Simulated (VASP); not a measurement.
```xyz
2
Lattice="2.9297 0.0000 0.0000 0.0000 2.9297 0.0000 0.0000 0.0000 2.9297" Properties=species:S:1:pos:R:3 pbc="T T T"
Si     1.4649     1.4649     1.4649
Rh     0.0000     0.0000     0.0000
```

All values below come from LDA (Ceperley-Alder, Perdew-Zunger) with spin-orbit coupling, VASP's LDA PAW potentials (set 64) (plane waves; VASP). Numerical set-up: 400 eV cut-off, 11×11×11 Γ-centred mesh, Gaussian smearing of 0.050 eV, potentials Si Rh_pv.

Q: Estimate the energy per atom (σ→0), band gap (over mesh and band path) with the smallest direct gap where there is one.

A: 
The band gap (over mesh and band path) is none (metal, semimetal or under 0.01 eV) and the energy per atom (σ→0) comes out as -772.2 kJ/mol of atoms.

Total energies compare only between runs with the same potentials, cut-off and functional.

The structure comes from a computed database's SiRh entry (Pm-3m); how it stands against other phases isn't given here. It was relaxed first, which changed the volume by -5 %.
